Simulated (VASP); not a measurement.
Data:

```
Ag
1.0
    0.00000     2.06400     2.06400
    2.06400     0.00000     2.06400
    2.06400     2.06400     0.00000
Ag
1
Cartesian
  0.00000   0.00000   0.00000
```

Calculation: optB88-vdW, VASP's PBE PAW potentials (set 64) (plane waves; VASP 6.6.1). Settings: 520 eV cut-off, 15×15×15 Γ-centred mesh, first-order Methfessel-Paxton smearing of 0.10 eV, potentials Ag.

Question: Estimate the energy per atom (σ→0), band gap (on the k-mesh) with the smallest direct gap where there is one.

Answer: 
```json
{
  "band gap (on the k-mesh)": "none (metal, semimetal or under 0.01 eV)",
  "energy per atom (σ→0)": "34.5 kJ/mol-atom"
}
```

The absolute energy has meaning only against runs of the same code, potentials and settings.

The compound is Ag in the fcc structure. It was relaxed first.
